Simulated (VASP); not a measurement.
Energy against volume of YN (rock salt). Calculation: revPBE GGA, VASP's PBE PAW potentials (set 64) (plane waves; VASP 6.6.1). Run with 520 eV cut-off, 9×9×9 Γ-centred mesh, Gaussian smearing of 0.050 eV, potentials Y_sv N.

```json
[
 {"V (Å³/atom)": "14.523", "E (eV/atom)": "-8.75843"},
 {"V (Å³/atom)": "14.972", "E (eV/atom)": "-8.76529"},
 {"V (Å³/atom)": "15.421", "E (eV/atom)": "-8.75930"},
 {"V (Å³/atom)": "15.870", "E (eV/atom)": "-8.74234"}
]
```

**Question.** Fit these four points and predict the energy of the run at 14.074 Å³/atom.

**Answer.** A cubic in V^(−2/3), the third-order Birch-Murnaghan form, passes through the four points with V0 = 14.98 Å³/atom and B0 = 152 GPa, and gives -8.7365 eV/atom there. The run gave -8.7366 eV/atom, -0.1 meV/atom from the fit; all five points give B0 = 152 GPa.

The compound is YN in the rock salt structure. It was relaxed first.
